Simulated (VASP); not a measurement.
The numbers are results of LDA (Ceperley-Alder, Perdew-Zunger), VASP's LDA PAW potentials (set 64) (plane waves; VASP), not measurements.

Input for VASP

File KPOINTS:
```
Automatic mesh
0
Gamma
5 5 6
0 0 0
```

INCAR:
```
ALGO = Normal
EDIFF = 1E-8
ENCUT = 300
IBRION = 8
ISIF = 2
ISMEAR = 0
LASPH = .TRUE.
LCHARG = .FALSE.
LEPSILON = .FALSE.
LMAXMIX = 6
LREAL = .FALSE.
LWAVE = .FALSE.
NELM = 100
NSW = 1
PREC = Accurate
SIGMA = 0.272
SYSTEM = LaHg2
```

POSCAR:
```
LaHg2
1.0
  5.0648200000   0.0000000000   0.0000000000
 -2.5324100000   4.3862630000   0.0000000000
  0.0000000000   0.0000000000   3.5561000000
La Hg
1 2
Direct
  0.0000000000   0.0000000000   0.0000000000
  0.6666670000   0.3333330000   0.5000000000
  0.3333330000   0.6666670000   0.5000000000
```

POTCAR, in this order: La Hg (LDA.64 set). Program: vasp_std.

At this cut-off the stress carries a Pulay error, which pulls relaxed volumes low. Unless said otherwise, spin-orbit coupling is left out, though it shifts the bands of the heavy elements here.

Task: Estimate the energy per atom (σ→0), pressure, band gap (on the k-mesh).

Result: 
The energy per atom (σ→0) is -3.103 eV/atom, the band gap (on the k-mesh) is none (metal, semimetal or under 0.01 eV) and the pressure comes out as -5.11 GPa.

File OSZICAR:
```
...
RMM:  24    -0.366414643670E+00   -0.14093E-08    0.13958E-07  2283   0.902E-04    0.370E-06
RMM:  25    -0.366414645915E+00   -0.22443E-08    0.14477E-07  2363   0.900E-04    0.265E-06
RMM:  26    -0.366414646178E+00   -0.26386E-09    0.14474E-07  2333   0.900E-04    0.207E-06
RMM:  27    -0.366414645437E+00    0.74170E-09    0.14429E-07  2400   0.900E-04    0.128E-06
RMM:  28    -0.366414646374E+00   -0.93768E-09    0.14201E-07  2344   0.900E-04    0.116E-06
RMM:  29    -0.366414646780E+00   -0.40586E-09    0.14555E-07  2364   0.899E-04    0.102E-06
RMM:  30    -0.366414646503E+00    0.27712E-09    0.13599E-07  2322   0.899E-04    0.116E-06
 Linear response finished
```

The structure comes from a computed database's LaHg2 entry (P6/mmm); how it stands against other phases isn't given here. The cell was not relaxed at this level. The run is one of a series of settings (EDIFF = 1E-8, IBRION = 8, LEPSILON = .FALSE., NSW = 1 against the base run), some of them coarse on purpose. The electron count is odd and the run is not spin-polarised, which forces a metal.
